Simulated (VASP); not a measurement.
Data:

```yaml
crystal:
  lattice:
    - [3.07781, 0.00000, 0.00000]
    - [-1.53890, 2.66546, 0.00000]
    - [0.00000, 0.00000, 17.70460]
  atoms:
    - { symbol: Si, position: [0.66667, 0.33333, 0.50000] }
    - { symbol: C, position: [0.33333, 0.66667, 0.50000] }
```

Level of theory: r2SCAN meta-GGA, VASP's PBE PAW potentials (set 64) (plane waves; VASP). Settings: 520 eV cut-off, 11×11×1 Γ-centred mesh, tetrahedra with Blöchl corrections, potentials Si C.

The cell holds a wide vacuum, so values per volume refer to the whole cell.

Question: Give the energies of bands 2 to 7 at the high-symmetry points, in eV from the valence-band maximum.

Answer: 
```csv
band,Γ,M,K
2,-4.00,-8.18,-7.48
3,-1.37,-2.97,-5.90
4,-1.37,-0.74,0.00
5,3.48,2.86,2.91
6,5.22,4.42,7.43
7,5.37,8.69,7.94
```

The gap is indirect, 2.86 eV, from the valence maximum at K to the conduction minimum at M.

The cell is a sheet with vacuum, built from a generated structure.
